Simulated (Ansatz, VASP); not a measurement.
# BaCu13 (BaCu13 (Fm-3c)): VASP beside Ansatz, part 3 of 3

Wanted: the spread between two codes on one cell, functional and k mesh. Of the first pair: The structure shown is the start of the Ansatz relaxation below; VASP solves that cell, so the two are compared at the walk's first step.

VASP 6.6.1 and Ansatz 0.2.0.

So far: Set-up; Ansatz: relaxation, PBEsol; VASP: single point, PBEsol, start cell, pair 1; Comparison.

## (5) Ansatz: relaxation, PBEsol

Level of this step: Ansatz beside VASP: Kohn-Sham DFT, plane waves, PBEsol (Ansatz).

This run makes the geometry at which the two programs are then compared. The cell compared in this pair holds 383.10 Å³, against 390.89 Å³ for the pair before.

The structure compared here is the end of the Ansatz relaxation.

input.yaml

```yaml
crystal:
  lattice:
    - [0.0, 5.8032955, 5.8032955]
    - [5.8032955, 0.0, 5.8032955]
    - [5.8032955, 5.8032955, 0.0]
  atoms:
    - { symbol: Ba, position: [0.75, 0.75, 0.75] }
    - { symbol: Ba, position: [0.25, 0.25, 0.25] }
    - { symbol: Cu, position: [0.0, 0.0, 0.0] }
    - { symbol: Cu, position: [0.5, 0.5, 0.5] }
    - { symbol: Cu, position: [0.29400094, 0.93491617, 0.06508383] }
    - { symbol: Cu, position: [0.79400094, 0.20599906, 0.56508383] }
    - { symbol: Cu, position: [0.56508383, 0.43491617, 0.79400094] }
    - { symbol: Cu, position: [0.79400094, 0.43491617, 0.20599906] }
    - { symbol: Cu, position: [0.43491617, 0.79400094, 0.56508383] }
    - { symbol: Cu, position: [0.43491617, 0.20599906, 0.79400094] }
    - { symbol: Cu, position: [0.56508383, 0.79400094, 0.20599906] }
    - { symbol: Cu, position: [0.06508383, 0.93491617, 0.70599906] }
    - { symbol: Cu, position: [0.70599906, 0.93491617, 0.29400094] }
    - { symbol: Cu, position: [0.93491617, 0.70599906, 0.06508383] }
    - { symbol: Cu, position: [0.70599906, 0.29400094, 0.06508383] }
    - { symbol: Cu, position: [0.93491617, 0.06508383, 0.29400094] }
    - { symbol: Cu, position: [0.06508383, 0.29400094, 0.93491617] }
    - { symbol: Cu, position: [0.29400094, 0.70599906, 0.93491617] }
    - { symbol: Cu, position: [0.29400094, 0.06508383, 0.70599906] }
    - { symbol: Cu, position: [0.56508383, 0.20599906, 0.43491617] }
    - { symbol: Cu, position: [0.20599906, 0.79400094, 0.43491617] }
    - { symbol: Cu, position: [0.20599906, 0.43491617, 0.56508383] }
    - { symbol: Cu, position: [0.79400094, 0.56508383, 0.43491617] }
    - { symbol: Cu, position: [0.43491617, 0.56508383, 0.20599906] }
    - { symbol: Cu, position: [0.20599906, 0.56508383, 0.79400094] }
    - { symbol: Cu, position: [0.06508383, 0.70599906, 0.29400094] }
    - { symbol: Cu, position: [0.93491617, 0.29400094, 0.70599906] }
    - { symbol: Cu, position: [0.70599906, 0.06508383, 0.93491617] }
basis:
  ecutwfc: 420
  xc_grid: 2
hamiltonian:
  xc: pbesol
kpoints:
  mp_grid: { grid: [6, 6, 6] }
scf:
  occupations: { method: fermi_dirac, width: 0.05 }
  max_iter: 150
output:
  forces: true
  stress: true
relax:
  f_tol: 0.01
  max_steps: 60
  cell: {}
checkpoint:
  write: "../pbesol.run"
  compress: false
  write_wavefunctions: false
  write_every: 100000
```

Run with:

```bash
ansatz run input.yaml --threads 4 --pin off --max-ram 5652MiB --backend cpu --events-out ev --progress --plain --runs-dir out
```

Numbers of over 12 decimals in the logs are rounded to 6 here.

Log:

```text
[...]
Crystal: 28 atoms, lattice volume = 390.890 Å³
Basis set: ecut = 420 eV, 7727 PW (Γ), exchange–correlation on 120×120×120 points (8 copies of the dense FFT grid, shifted against one another)
Bands: 309, of which v1, the nominal top of the filled ones, is band 257 counted from 1 (256 counted from 0)
Symmetry: 48 space group operations
[...]
k-points: 16 of 216
[...]
- { symbol: Cu, position: [0.794408, 0.435484, 0.205592] }
    - { symbol: Cu, position: [0.435484, 0.794408, 0.564516] }
    - { symbol: Cu, position: [0.435484, 0.205592, 0.794408] }
[...]
- { symbol: Cu, position: [0.205592, 0.564516, 0.794408] }
    - { symbol: Cu, position: [0.064516, 0.705592, 0.294408] }
    - { symbol: Cu, position: [0.935484, 0.294408, 0.705592] }
    - { symbol: Cu, position: [0.705592, 0.064516, 0.935484] }
[key lines of the parts left out:]
SCF converged after 6 iterations
Free energy (F): -183033.417387 eV
Fermi energy:    15.298521 eV
P = ⅓ Tr σ = 0.0195 GPa (0.195 kbar)
```

## (6) VASP: single point, PBEsol, relaxed cell, pair 2

The same cell, functional, mesh and smearing now go to VASP, with its own data sets.

INCAR

```
SYSTEM = BaCu13
PREC = Accurate
ENCUT = 600
EDIFF = 1E-06
NELM = 120
ISMEAR = -1
SIGMA = 0.05
LREAL = .FALSE.
ALGO = Normal
GGA = PS
NBANDS = 180
LASPH = .TRUE.
LORBIT = 11
LWAVE = .FALSE.
LCHARG = .FALSE.
ISIF = 2
GGA_COMPAT = .FALSE.
KPAR = 4
```

POSCAR

```
BaCu13
1.0
    0.0000000000      5.7644764856      5.7644764856
    5.7644764856      0.0000000000      5.7644764856
    5.7644764856      5.7644764856      0.0000000000
Ba Cu
2 26
Direct
    0.7500000000      0.7500000000      0.7500000000
    0.2500000000      0.2500000000      0.2500000000
    1.0000000000      0.0000000000      0.0000000000
    0.5000000000      0.5000000000      0.5000000000
    0.2944081356      0.9354837011      0.0645162989
    0.7944081356      0.2055918644      0.5645162989
    0.5645162989      0.4354837011      0.7944081356
    0.7944081356      0.4354837011      0.2055918644
    0.4354837011      0.7944081356      0.5645162989
    0.4354837011      0.2055918644      0.7944081356
    0.5645162989      0.7944081356      0.2055918644
    0.0645162989      0.9354837011      0.7055918644
    0.7055918644      0.9354837011      0.2944081356
    0.9354837011      0.7055918644      0.0645162989
    0.7055918644      0.2944081356      0.0645162989
    0.9354837011      0.0645162989      0.2944081356
    0.0645162989      0.2944081356      0.9354837011
    0.2944081356      0.7055918644      0.9354837011
    0.2944081356      0.0645162989      0.7055918644
    0.5645162989      0.2055918644      0.4354837011
    0.2055918644      0.7944081356      0.4354837011
    0.2055918644      0.4354837011      0.5645162989
    0.7944081356      0.5645162989      0.4354837011
    0.4354837011      0.5645162989      0.2055918644
    0.2055918644      0.5645162989      0.7944081356
    0.0645162989      0.7055918644      0.2944081356
    0.9354837011      0.2944081356      0.7055918644
    0.7055918644      0.0645162989      0.9354837011
```

KPOINTS

```
Automatic mesh
0
Gamma
6 6 6
0 0 0
```

The projector-augmented-wave data sets are Ba_sv and Cu (PBE family, release 64).

Run with:

```bash
mpirun -np 4 vasp_std
```

Log:

```text
[banner, memory and clock lines left out]
running    4 mpi-ranks, on    1 nodes
[...]
[... a notice as in an earlier step ...]

 [... a notice as in an earlier step ...]

 LDA part: xc-table for (Slater+PW92), standard interpolation
 POSCAR, INCAR and KPOINTS ok, starting setup
[...]
entering main loop
       N       E                     dE             d eps       ncg     rms          rms(c)
DAV:   1     0.379980121485E+04    0.37998E+04   -0.13346E+05  5760   0.316E+03
DAV:   2     0.710744578946E+03   -0.30891E+04   -0.29884E+04  5768   0.721E+02
DAV:   3    -0.536766150440E+02   -0.76442E+03   -0.72058E+03  6040   0.336E+02
DAV:   4    -0.145292854116E+03   -0.91616E+02   -0.83697E+02  8080   0.139E+02
[...]
DAV:  18    -0.116279650383E+03    0.46138E-05   -0.10459E-05  5560   0.247E-02    0.180E-02
DAV:  19    -0.116279649347E+03    0.10366E-05   -0.27072E-06  4004   0.140E-02    0.138E-02
DAV:  20    -0.116279649658E+03   -0.31097E-06   -0.60474E-07  3120   0.508E-03
   1 F= -.11627965E+03 E0= -.11624596E+03  d E =-.673880E-01
```

OUTCAR, selected parts (step 6):

```text
  Total        2.4329091      2.4329091      2.4329091      0.0000000      0.0000000     -0.0000000
  in kB       10.1748227     10.1748227     10.1748227      0.0000000      0.0000000     -0.0000000
  external PRESSURE =      10.1748227 kB  Pullay stress =       0.0000000 kB

 POSITION                                       TOTAL-FORCE (eV/Angst)
 -----------------------------------------------------------------------------------
      8.64671      8.64671      8.64671        -0.000000     -0.000000     -0.000000
      2.88224      2.88224      2.88224        -0.000000     -0.000000     -0.000000
      0.00000      0.00000      0.00000        -0.000000     -0.000000     -0.000000
      5.76448      5.76448      5.76448        -0.000000     -0.000000     -0.000000
      5.76448      2.06901      7.08968        -0.000000     -0.004511     -0.000212
      4.43927      7.83349      5.76448         0.000212     -0.004511     -0.000000
      7.08968      7.83349      5.76448        -0.000212     -0.004511     -0.000000
      3.69547      5.76448      7.08968         0.004511     -0.000000     -0.000212
      7.83349      5.76448      7.08968        -0.004511     -0.000000     -0.000212
      5.76448      7.08968      3.69547        -0.000000     -0.000212      0.004511
      5.76448      4.43927      7.83349        -0.000000      0.000212     -0.004511
      9.45994      4.43927      5.76448         0.004511      0.000212     -0.000000
      7.08968      5.76448      9.45994        -0.000212     -0.000000      0.004511
      4.43927      5.76448      9.45994         0.000212     -0.000000      0.004511
[...]
-----------------------------------------------------------------------------------
    total drift:                               -0.000000     -0.000000      0.000000

  FREE ENERGIE OF THE ION-ELECTRON SYSTEM (eV)
  ---------------------------------------------------
  free  energy   TOTEN  =      -116.2796496578 eV

  energy  without entropy=     -116.2122616675  energy(sigma->0) =     -116.24595566

[... 1 part as in an earlier step ...]

[... 2 further parts left out ...]
[key lines of the parts left out:]
E-fermi :   6.5760
```

The run ends at a pressure of 1.02 GPa, with forces up to 0.0045 eV/Å.

## (7) Side by side

What differs besides the data sets and the points named for the pairs above, as far as they apply: the data sets hold 514 valence electrons in Ansatz (on its default PAW (the set named soft_2) files) and 306 in VASP; the cutoff is 420 eV in Ansatz and 600 eV in VASP; Ansatz's pressure holds a Pulay correction, VASP's none. Total energies have different zeros and are not compared.

Both answers:

```csv
quantity,Ansatz,VASP,difference
pressure (GPa),0.02,1.02,-1.00
```

At this near-relaxed geometry the largest component of a force difference is 3 meV/Å.

## (8) Results

| Property | Result |
| --- | --- |
| r.m.s. force difference (single point, PBEsol, start cell, pair 1) | 1.9 meV/Å |
| difference in pressure (single point, PBEsol, relaxed cell, pair 2) | -1.00 GPa |

In words: The difference in pressure is -1.00 GPa (single point, PBEsol, relaxed cell, pair 2), at about the 1 GPa picked in this series as the mark of a large difference. The data sets hold unlike numbers of valence electrons (514 in Ansatz and 306 in VASP), so part of the differences comes from the potentials. How closely two codes agree says nothing of how well the functional describes the real material.

[Lines on the potential files, build, host, timing and source positions are cut from VASP's logs without a mark.]

[Logs are printed without paths, hosts, clocks, repeated set-up lines and the standing remarks that a program may print on its own settings, such as how far it seeks lower states.]

[Hosts, paths, dates, database ids (printed as entryN), source tags and the programs' standing remarks are cut or masked in the printed files.]
